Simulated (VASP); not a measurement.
Method: optB88-vdW, VASP's PBE PAW potentials (set 64) (plane waves; VASP).

Input for VASP

**POSCAR**
```
CsCl
1
    4.1019239520     0.0000000000    -0.0000000000
    0.0000000000     4.1019239520     0.0000000000
   -0.0000000000     0.0000000000     4.1019239520
Cs Cl
1 1
Direct
  0.0000000000   0.0000000000   0.0000000000
  0.5000000000   0.5000000000   0.5000000000
```

**KPOINTS**
```
K-points
0
Gamma
 7 7 7
0 0 0
```

INCAR:
```
SYSTEM = CsCl
PREC = Accurate
ENCUT = 520
EDIFF = 1E-7
NELM = 100
ALGO = Normal
LREAL = .FALSE.
LASPH = .TRUE.
ISMEAR = -5
GGA = BO
PARAM1 = 0.1833333333
PARAM2 = 0.22
LUSE_VDW = .TRUE.
AGGAC = 0.0
LMAXMIX = 4
LWAVE = .FALSE.
LCHARG = .TRUE.
LORBIT = 11
NEDOS = 601
ISIF = 2
```

POTCAR, in this order: Cs_sv Cl (PBE.64 set). Program: vasp_std.

Question: What will the output report for the number of irreducible k-points (NKPTS), largest plane-wave count, number of space-group operations, FFT grid (NGX, NGY, NGZ)?

Answer: 
```yaml
number of irreducible k-points (NKPTS): 20
largest_plane_wave_count: 1875
number_of_space_group_operations: 48
FFT grid (NGX, NGY, NGZ): 32 × 32 × 32
```

The compound is CsCl in the CsCl type structure. It was relaxed first.
